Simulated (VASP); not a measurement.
Calculation: PBE GGA, VASP's PBE PAW potentials (set 64) (plane waves; VASP).

VASP input:

INCAR:
```
LREAL = .FALSE.
EDIFF = 1E-6   # SCF stop (eV)
ISIF = 2
ISMEAR = 0
ENCUT = 520   # plane-wave cut-off (eV)
PREC = Accurate
SYSTEM = ZnCr3C
GGA = PE   # PBE
NELM = 100
LORBIT = 10
LASPH = .TRUE.   # aspherical one-centre terms
SIGMA = 0.05
NUPDOWN = 1
ISPIN = 2
LMAXMIX = 4   # l cut-off of mixed one-centre charges
ALGO = Normal   # blocked Davidson
LWAVE = .FALSE.
LCHARG = .FALSE.
MAGMOM = 2*0.0 3*3.0
```

**POSCAR**
```
ZnCr3C
1
    3.9941610000     0.0000000000     0.0000000000
    0.0000000000     3.9941610000     0.0000000000
    0.0000000000     0.0000000000     3.9941610000
Zn C Cr
1 1 3
Direct
  0.0000000000   0.0000000000   0.0000000000
  0.5000000000   0.5000000000   0.5000000000
  0.0000000000   0.5000000000   0.5000000000
  0.5000000000   0.5000000000   0.0000000000
  0.5000000000   0.0000000000   0.5000000000
```

**KPOINTS**
```
Automatic
0
G
  5 5 5
```

POTCAR, in this order: Zn C Cr_pv (PBE.64 set). Program: vasp_std.

The run wrote:

OSZICAR:
```
       N       E                     dE             d eps       ncg     rms          rms(c)
DAV:   1     0.574327188545E+03    0.57433E+03   -0.28170E+04  1464   0.186E+03
DAV:   2     0.421714207814E+01   -0.57011E+03   -0.55127E+03  1440   0.514E+02
DAV:   3    -0.423520222300E+02   -0.46569E+02   -0.44826E+02  1556   0.155E+02
DAV:   4    -0.443042246291E+02   -0.19522E+01   -0.19325E+01  1636   0.297E+01
DAV:   5    -0.443523930666E+02   -0.48168E-01   -0.48144E-01  1744   0.443E+00    0.381E+01
DAV:   6    -0.396637748768E+02    0.46886E+01   -0.86313E+01  1744   0.709E+01    0.159E+01
DAV:   7    -0.378835239072E+02    0.17803E+01   -0.18916E+01  1644   0.415E+01    0.577E+00
DAV:   8    -0.377734943329E+02    0.11003E+00   -0.13445E+00  1584   0.102E+01    0.244E+00
DAV:   9    -0.377273516138E+02    0.46143E-01   -0.16921E-01  1776   0.298E+00    0.891E-01
DAV:  10    -0.377220591115E+02    0.52925E-02   -0.18220E-02  1776   0.119E+00    0.303E-01
DAV:  11    -0.377217276350E+02    0.33148E-03   -0.37555E-03  1936   0.432E-01    0.148E-01
DAV:  12    -0.377217038444E+02    0.23791E-04   -0.23880E-04  1880   0.108E-01    0.801E-02
DAV:  13    -0.377217092377E+02   -0.53932E-05   -0.79759E-05  1652   0.508E-02    0.226E-02
DAV:  14    -0.377217096716E+02   -0.43393E-06   -0.76813E-06  1484   0.180E-02
   1 F= -.37721710E+02 E0= -.37715960E+02  d E =-.114987E-01  mag=     0.9999
```

**OUTCAR**
```
------------------------ aborting loop because EDIFF is reached ----------------------------------------
  FORCE on cell =-STRESS in cart. coord.  units (eV):
  Direction    XX          YY          ZZ          XY          YZ          ZX
  --------------------------------------------------------------------------------------
  Total       -7.5034562     -7.5034562     -7.5034562     -0.0000000     -0.0000000      0.0000000
  in kB     -188.6666921   -188.6666921   -188.6666921     -0.0000000     -0.0000000      0.0000000
  external PRESSURE =    -188.6666921 kB  Pullay stress =       0.0000000 kB
  volume of cell :       63.72
      direct lattice vectors                 reciprocal lattice vectors
     3.994161000  0.000000000  0.000000000     0.250365471  0.000000000  0.000000000
     0.000000000  3.994161000  0.000000000     0.000000000  0.250365471  0.000000000
     0.000000000  0.000000000  3.994161000     0.000000000  0.000000000  0.250365471
 POSITION                                       TOTAL-FORCE (eV/Angst)
 -----------------------------------------------------------------------------------
      0.00000      0.00000      0.00000         0.000000      0.000000      0.000000
      1.99708      1.99708      1.99708         0.000000      0.000000      0.000000
      0.00000      1.99708      1.99708         0.000000      0.000000      0.000000
      1.99708      1.99708      0.00000         0.000000      0.000000      0.000000
      1.99708      0.00000      1.99708         0.000000      0.000000      0.000000
 -----------------------------------------------------------------------------------
    total drift:                                0.000000      0.000000     -0.000000
  FREE ENERGIE OF THE ION-ELECTRON SYSTEM (eV)
  ---------------------------------------------------
  free  energy   TOTEN  =       -37.7217096716 eV

  energy  without entropy=      -37.7102109652  energy(sigma->0) =      -37.71596032

 total charge

# of ion       s       p       d       tot
------------------------------------------
    1        0.582   0.479   9.712  10.773
    2        0.895   1.554   0.000   2.449
    3        0.311   6.322   4.141  10.774
    4        0.311   6.322   4.141  10.774
    5        0.311   6.322   4.141  10.774
--------------------------------------------------
tot          2.409  20.999  22.136  45.544

 magnetization (x)

# of ion       s       p       d       tot
------------------------------------------
    1       -0.007  -0.007   0.008  -0.006
    2       -0.002  -0.010   0.000  -0.013
    3        0.002   0.003   0.322   0.327
    4        0.002   0.003   0.322   0.327
    5        0.002   0.003   0.322   0.327
--------------------------------------------------
tot         -0.005  -0.008   0.975   0.962
```
(Selected blocks of OUTCAR.)

The moments were started parallel, and other spin orders were not tried in this run.

The structure was generated: ZnCr3C was put into the cubic-perovskite type (Pm-3m), which need not be its known phase. The cell was not relaxed at this level. The run is one of a series of settings (NUPDOWN = 1 against the base run), some of them coarse on purpose.
